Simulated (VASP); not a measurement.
# ZnAg (P4/mmm) in VASP: notebook

The runs below take ZnAg through single point, with LDA.

Program: VASP 6.6.1. These are calculated values, not measurements. Logs are shortened: lines on timing, memory, paths and dates and some standing lists are left out, and cuts for length are marked.

## Step 1: Starting point

It takes space group P4/mmm (No. 123, tetragonal). Conventional cell: a = 2.812 Å, b = 2.812 Å, c = 3.976 Å, α = 90.00°, β = 90.00°, γ = 90.00°. Zn (site symmetry 4/mmm) is surrounded by 8 Ag at 2.81 Å and 4 Zn at 2.81 Å. Ag (site symmetry 4/mmm) has 8 Zn at 2.81 Å and 4 Ag at 2.81 Å as nearest neighbours.

## Step 2: Single point, LDA

File INCAR:

```
PREC = Accurate
ENCUT = 520
EDIFF = 1E-6
ISMEAR = 0
SIGMA = 0.15
LREAL = False
LASPH = True
NELM = 100
ALGO = Fast
ISIF = 2
LWAVE = False
LCHARG = False
NBANDS = 18
```

File KPOINTS:

```
regular mesh
0
Gamma
  16 16 16
```

File POSCAR:

```
ZnAg
1.0
    2.8118179004      0.0000000000      0.0000000000
    0.0000000000      2.8118179004      0.0000000000
    0.0000000000      0.0000000000      3.9759105112
Zn Ag
1 1
Direct
    0.5000000000      0.5000000000      0.5000000000
    0.0000000000      0.0000000000      0.0000000000
```

Potentials or basis: VASP PAW LDA potentials, release 64 (Zn, Ag).

Launch:

```bash
$ cat potpaw_LDA.64/Zn/POTCAR potpaw_LDA.64/Ag/POTCAR > POTCAR
$ mpirun -np 1 vasp_std > vasp.out
```

OUTCAR:

```text
PREC = Accurate
   ENCUT = 520
   EDIFF = 1E-6
   ISMEAR = 0
   LREAL = False
   LASPH = True
   NELM = 100
   ISIF = 2

 ion  position               nearest neighbor table
   1  0.500  0.500  0.500-   2 2.81   2 2.81   2 2.81   2 2.81   2 2.81   2 2.81   2 2.81   2 2.81

   2  0.000  0.000  0.000-   1 2.81   1 2.81   1 2.81   1 2.81   1 2.81   1 2.81   1 2.81   1 2.81

  LATTYP: Found a simple tetragonal cell.
 ALAT       =     2.8118179004
 C/A-ratio  =     1.4140000000

  Lattice vectors:

 A1 = (   2.8118179004,   0.0000000000,   0.0000000000)
 A2 = (   0.0000000000,   2.8118179004,   0.0000000000)
 A3 = (   0.0000000000,   0.0000000000,   3.9759105112)

Analysis of symmetry for initial positions (statically):
=====================================================================
 Subroutine PRICEL returns:
 Original cell was already a primitive cell.

 Routine SETGRP: Setting up the symmetry group for a
 simple tetragonal supercell.

 Subroutine GETGRP returns: Found 16 space group operations
 (whereof 16 operations were pure point group operations)
 out of a pool of 16 trial point group operations.

The static configuration has the point symmetry D_4h.

Analysis of symmetry for dynamics (positions and initial velocities):
=====================================================================
 Subroutine PRICEL returns:
 Original cell was already a primitive cell.

 Routine SETGRP: Setting up the symmetry group for a
 simple tetragonal supercell.

 Subroutine GETGRP returns: Found 16 space group operations
 (whereof 16 operations were pure point group operations)
 out of a pool of 16 trial point group operations.

The dynamic configuration has the point symmetry D_4h.

 Subroutine INISYM returns: Found 16 space group operations
 (whereof 16 operations are pure point group operations),
 and found     1 'primitive' translations

----------------------------------------------------------------------------------------

                                     Primitive cell

  volume of cell :      31.4348

  direct lattice vectors                    reciprocal lattice vectors
     2.811817900  0.000000000  0.000000000     0.355641807  0.000000000  0.000000000
     0.000000000  2.811817900  0.000000000     0.000000000  0.355641807  0.000000000
     0.000000000  0.000000000  3.975910511     0.000000000  0.000000000  0.251514715

  length of vectors
     2.811817900  2.811817900  3.975910511     0.355641807  0.355641807  0.251514715

  position of ions in fractional coordinates (direct lattice)
     0.500000000  0.500000000  0.500000000
     0.000000000  0.000000000  0.000000000

  ion indices of the primitive-cell ions
   primitive index   ion index
                 1           1
                 2           2

----------------------------------------------------------------------------------------

 KPOINTS: regular mesh

Automatic generation of k-mesh.
 Grid dimensions read from file:
 generate k-points for:   16   16   16

 Generating k-lattice:

  Cartesian coordinates                     Fractional coordinates (reciprocal lattice)
     0.022227613  0.000000000  0.000000000     0.062500000  0.000000000  0.000000000
     0.000000000  0.022227613  0.000000000     0.000000000  0.062500000  0.000000000
     0.000000000  0.000000000  0.015719670     0.000000000  0.000000000  0.062500000

  Length of vectors
     0.022227613  0.022227613  0.015719670

  Shift w.r.t. Gamma in fractional coordinates (k-lattice)
     0.000000000  0.000000000  0.000000000

 Subroutine IBZKPT returns following result:
 ===========================================

 Found    405 irreducible k-points:

 Following reciprocal coordinates:
            Coordinates               Weight
  0.000000  0.000000  0.000000      1.000000
  0.062500  0.000000  0.000000      4.000000
  0.125000  0.000000  0.000000      4.000000
  0.187500  0.000000  0.000000      4.000000
  0.250000  0.000000  0.000000      4.000000
  0.312500  0.000000  0.000000      4.000000
[... 16 lines left out ...]
  0.437500  0.125000  0.000000      8.000000
  0.500000  0.125000  0.000000      4.000000
 [... further k-points ...]
   k-points           NKPTS =    405   k-points in BZ     NKDIM =    405   number of bands    NBANDS=     18
   number of dos      NEDOS =    301   number of ions     NIONS =      2
   total plane-waves  NPLWV =  17280
   dimension x,y,z NGX =    24 NGY =   24 NGZ =   30
   dimension x,y,z NGXF=    48 NGYF=   48 NGZF=   60
   ions per type =               1   1
   NGX,Y,Z   is equivalent  to a cutoff of  14.19, 14.19, 12.54 a.u.
   NGXF,Y,Z  is equivalent  to a cutoff of  28.38, 28.38, 25.09 a.u.
 SYSTEM =  unknown system
   PREC   = accura    normal or accurate (medium, high low for compatibility)
   ISTART =      0    job   : 0-new  1-cont  2-samecut
   ICHARG =      2    charge: 1-file 2-atom 10-const
   ISPIN  =      1    spin polarized calculation?
   LNONCOLLINEAR =      F non collinear calculations
   LSORBIT =      F    spin-orbit coupling
   LASPH  =      T    aspherical Exc in radial PAW
   ENCUT  =  520.0 eV  38.22 Ry    6.18 a.u.   5.23  5.23  7.39*2*pi/ulx,y,z
   NELM   =    100;   NELMIN=  2; NELMDL= -5     # of ELM steps
   EDIFF  = 0.1E-05   stopping-criterion for ELM
   LREAL  =      F    real-space projection
   EDIFFG = 0.1E-04   stopping-criterion for IOM
   NSW    =      0    number of steps for IOM
   IBRION =     -1    ionic relax: 0-MD 1-quasi-New 2-CG
   NFREE  =      0    steps in history (QN), initial steepest desc. (CG)
   ISIF   =      2    stress and relaxation
   ISYM   =      2    0-nonsym 1-usesym 2-fastsym
   POTIM  = 0.5000    time-step for ionic-motion
   TEBEG  =    0.0;   TEEND  =   0.0 temperature during run
   PSTRESS=    0.0 pullay stress
   NELECT =      23.0000    total number of electrons
   NUPDOWN=      -1.0000    fix difference up-down
   EMIN   =  10.00;   EMAX   =-10.00  energy-range for DOS
   EFERMI =   0.00;   METHOD = LEGACY
   ISMEAR =     0;   SIGMA  =   0.15  broadening in eV -4-tet -1-fermi 0-gaus
   EFERMI_NEDOS =   21; number of points for ismear=-14 and -15
   IALGO  =     68    algorithm
   IMIX   =      4    mixing-type and parameters
     AMIX     =   0.40;   BMIX     =  1.00
     AMIX_MAG =   1.60;   BMIX_MAG =  1.00
  volume/ion in A,a.u.               =      15.72       106.07
  Fermi-wavevector in a.u.,A,eV,Ry     =   1.475187  2.787699 29.608687  2.176177
  Thomas-Fermi vector in A             =   2.589867
   LORBIT       =      0    0 simple, 1 ext, 2 COOP (PROOUT), +10 PAW based schemes
   GGA     = CA    functional components
   LHFCALC =     F    Hartree Fock is set to
   AEXX    =    0.0000 exact exchange contribution
   IVDW    =     0    specifies the selected vdW correction
   LEPSILON=     F    determine dielectric tensor
   LRPA    =     F    only Hartree local field effects (RPA)
 non-spin polarized calculation
 RMM-DIIS sequential band-by-band and
 Gauss-broadening in eV      SIGMA  =   0.15
  energy-cutoff  :      520.00
  volume of cell :       31.43
 maximum number of plane-waves:       888
 NGX is ok and might be reduce to    24

 number of electron      23.0000018 magnetization

 Free energy of the ion-electron system (eV)
  ---------------------------------------------------
  ext. energy  EPLUGINS =         0.00000000
  ---------------------------------------------------
  free energy    TOTEN  =        -5.71443908 eV

  energy without entropy =       -5.70858307  energy(sigma->0) =       -5.71151107

 E-fermi :   6.1586     XC(G=0): -12.4125

 val. band max:        6.1577558145   @ k =   0.0625   0.0625   0.0625
 cond. band min:       6.1615456757   @ k =   0.5000   0.2500   0.5000
 fundamental gap:      0.0037898612
 Fermi energy:         6.1585811847

 k-point     1 :       0.0000    0.0000    0.0000
  band No.  band energies     occupation
      1      -3.3920      2.00000
      2      -1.9073      2.00000
      3      -1.9025      2.00000
      4      -1.2542      2.00000
      5      -1.2542      2.00000
      6      -1.0147      2.00000
[... 10 lines left out ...]
     17      21.2538      0.00000
     18      23.3192      0.00000

 k-point     2 :       0.0625    0.0000    0.0000
  band No.  band energies     occupation
      1      -3.3114      2.00000
      2      -1.8943      2.00000
      3      -1.8762      2.00000
      4      -1.2663      2.00000
      5      -1.2489      2.00000
      6      -1.0236      2.00000
[... 10 lines left out ...]
     17      21.8932      0.00000
     18      23.1516      0.00000

 k-point     3 :       0.1250    0.0000    0.0000
  band No.  band energies     occupation
      1      -3.0740      2.00000
      2      -1.8602      2.00000
      3      -1.7987      2.00000
      4      -1.3007      2.00000
      5      -1.2339      2.00000
      6      -1.0488      2.00000
[... 10 lines left out ...]
     17      22.2877      0.00000
     18      23.6662      0.00000

 k-point     4 :       0.1875    0.0000    0.0000
  band No.  band energies     occupation
      1      -2.6957      2.00000
      2      -1.8047      2.00000
      3      -1.6832      2.00000
      4      -1.3514      2.00000
      5      -1.2113      2.00000
      6      -1.0863      2.00000
[... 375 lines left out ...]
      4      -1.3756      2.00000
      5      -1.2661      2.00000
      6      -0.3771      2.00000
[... 10 lines left out ...]
     17      17.0076      0.00000
     18      20.9778      0.00000

 k-point    23 :       0.4375    0.1250    0.0000
  band No.  band energies     occupation
      1      -1.5841      2.00000
      2      -1.5672      2.00000
      3      -1.4107      2.00000
      4      -1.3735      2.00000
      5      -1.2739      2.00000
      6       0.0995      2.00000
[... 10 lines left out ...]
     17      16.9617      0.00000
     18      19.7519      0.00000

 k-point    24 :       0.5000    0.1250    0.0000
  band No.  band energies     occupation
      1      -1.5956      2.00000
      2      -1.5500      2.00000
      3      -1.4137      2.00000
      4      -1.3613      2.00000
      5      -1.2772      2.00000
      6       0.2699      2.00000
[... 10 lines left out ...]
     17      17.4362      0.00000
     18      19.1000      0.00000

 [... further k-points ...]

------------------------ aborting loop because EDIFF is reached ----------------------------------------

  FORCE on cell =-STRESS in cart. coord.  units (eV):
  Direction    XX          YY          ZZ          XY          YZ          ZX
  --------------------------------------------------------------------------------------
  -------------------------------------------------------------------------------------
  Total       -1.2245627     -1.2245627     -1.6009778      0.0000000      0.0000000      0.0000000
  in kB      -62.4138016    -62.4138016    -81.5990124      0.0000000      0.0000000      0.0000000
  external PRESSURE =     -68.8088719 kB  Pullay stress =       0.0000000 kB

 VOLUME and BASIS-vectors are now :
 -----------------------------------------------------------------------------
  energy-cutoff  :      520.00
  volume of cell :       31.43
      direct lattice vectors                 reciprocal lattice vectors
     2.811817900  0.000000000  0.000000000     0.355641807  0.000000000  0.000000000
     0.000000000  2.811817900  0.000000000     0.000000000  0.355641807  0.000000000
     0.000000000  0.000000000  3.975910511     0.000000000  0.000000000  0.251514715

 POSITION                                       TOTAL-FORCE (eV/Angst)
 -----------------------------------------------------------------------------------
      1.40591      1.40591      1.98796         0.000000      0.000000      0.000000
      0.00000      0.00000      0.00000         0.000000      0.000000      0.000000
 -----------------------------------------------------------------------------------
    total drift:                                0.000000      0.000000     -0.000000

  FREE ENERGIE OF THE ION-ELECTRON SYSTEM (eV)
  ---------------------------------------------------
  free  energy   TOTEN  =        -5.7144390779 eV

  energy  without entropy=       -5.7085830699  energy(sigma->0) =       -5.71151107
```

Run time: 84 s. Hardware: 1 thread of Intel Xeon Platinum 8559C (Emerald Rapids), shared host; peak memory 0.33 GiB.

What came out:

| Item | Value |
| --- | --- |
| Free energy | -5.7144 eV |
| Pressure | -6.9 GPa |
| Band gap on the k mesh | none (metal or under the smearing width) |

## Step 3: Single point, LDA

This run uses another cell than the first one, of the same volume but with other edges.

File INCAR:

```
SYSTEM = ZnAg
ALGO = Fast
EDIFF = 1E-6
ENCUT = 520
GGA = CA
ISIF = 2
ISMEAR = 0
LASPH = .TRUE.
LCHARG = .FALSE.
LREAL = .FALSE.
LWAVE = .FALSE.
NBANDS = 18
NELM = 100
PREC = Accurate
SIGMA = 0.15
```

File KPOINTS:

```
k-points
0
G
  16 16 16
  0 0 0
```

File POSCAR:

```
ZnAg
1.0
    2.9699097071      0.0000000000      0.0000000000
    0.0000000000      2.9699097071      0.0000000000
    0.0000000000      0.0000000000      3.5638916486
Zn Ag
1 1
Direct
    0.5000000000      0.5000000000      0.5000000000
    0.0000000000      0.0000000000      0.0000000000
```

Potentials or basis: VASP PAW LDA potentials, release 64 (Zn, Ag).

Launch:

```bash
$ cat potpaw_LDA.64/Zn/POTCAR potpaw_LDA.64/Ag/POTCAR > POTCAR
$ mpirun -np 1 vasp_std > vasp.out
```

OUTCAR:

```text
SYSTEM = ZnAg
   EDIFF = 1E-6
   ENCUT = 520
   GGA = CA
   ISIF = 2
   ISMEAR = 0
   LASPH = .TRUE.
   LREAL = .FALSE.
   NELM = 100
   PREC = Accurate

 ion  position               nearest neighbor table
   1  0.500  0.500  0.500-   2 2.75   2 2.75   2 2.75   2 2.75   2 2.75   2 2.75   2 2.75   2 2.75

   2  0.000  0.000  0.000-   1 2.75   1 2.75   1 2.75   1 2.75   1 2.75   1 2.75   1 2.75   1 2.75

  LATTYP: Found a simple tetragonal cell.
 ALAT       =     2.9699097071
 C/A-ratio  =     1.2000000000

  Lattice vectors:

[... 695 lines left out ...]

  FORCE on cell =-STRESS in cart. coord.  units (eV):
  Direction    XX          YY          ZZ          XY          YZ          ZX
  --------------------------------------------------------------------------------------
  -------------------------------------------------------------------------------------
  Total       -1.4159944     -1.4159944     -1.5062174      0.0000000     -0.0000000      0.0000000
  in kB      -72.1707348    -72.1707348    -76.7692453      0.0000000     -0.0000000      0.0000000
  external PRESSURE =     -73.7035716 kB  Pullay stress =       0.0000000 kB

 VOLUME and BASIS-vectors are now :
 -----------------------------------------------------------------------------
  energy-cutoff  :      520.00
  volume of cell :       31.43
      direct lattice vectors                 reciprocal lattice vectors
     2.969909707  0.000000000  0.000000000     0.336710573  0.000000000  0.000000000
     0.000000000  2.969909707  0.000000000     0.000000000  0.336710573  0.000000000
     0.000000000  0.000000000  3.563891649     0.000000000  0.000000000  0.280592144

 POSITION                                       TOTAL-FORCE (eV/Angst)
 -----------------------------------------------------------------------------------
      1.48495      1.48495      1.78195         0.000000      0.000000      0.000000
      0.00000      0.00000      0.00000         0.000000      0.000000      0.000000
 -----------------------------------------------------------------------------------
    total drift:                                0.000000      0.000000     -0.000000

  FREE ENERGIE OF THE ION-ELECTRON SYSTEM (eV)
  ---------------------------------------------------
  free  energy   TOTEN  =        -5.7342876018 eV

  energy  without entropy=       -5.7282585039  energy(sigma->0) =       -5.73127305
```

stdout:

```text
POSCAR found type information on POSCAR ZnAg
 POSCAR found :  2 types and       2 ions
 scaLAPACK will be used
 LDA part: xc-table for (Slater(with rela. corr.)+CA(PZ))
 , standard interpolation
 POSCAR, INCAR and KPOINTS ok, starting setup
 FFT: planning ... GRIDC
 FFT: planning ... GRID_SOFT
 FFT: planning ... GRID
 WAVECAR not read
 entering main loop
WARNING in EDDRMM: call to ZHEGV failed, returncode =   6  3     18
WARNING in EDDRMM: call to ZHEGV failed, returncode =   8  4     18
```

Run time: 79 s. Hardware: 1 thread of Intel Xeon Platinum 8559C (Emerald Rapids), shared host; peak memory 0.33 GiB.

Results:

```yaml
Free_energy: -5.7343 eV
Pressure: -7.4 GPa
Band_gap_on_the_k_mesh: none (metal or under the smearing width)
```

Levels at points of the mesh, in eV from the Fermi level:
```
           k point  band 9  band 10  band 11  band 12  band 13  band 14  band 15  band 16
(0.00, 0.00, 0.00)   -4.30    -4.30    -4.09     2.14     7.18     7.21     7.21    12.64
(0.50, 0.00, 0.00)   -4.88    -4.62    -4.43    -1.93     8.43     8.58     8.66    11.09
(0.50, 0.50, 0.00)   -4.62    -3.54    -0.84    -0.84     2.36     3.59     8.64    11.08
(0.00, 0.00, 0.50)   -4.78    -4.78    -4.15    -3.77    11.10    11.10    11.92    12.44
(0.50, 0.00, 0.50)   -4.33    -4.03    -2.01    -1.66     0.90     1.84    12.28    14.65
(0.50, 0.50, 0.50)   -4.15    -3.54     1.85     4.07     4.07     4.20     4.20     4.63
```
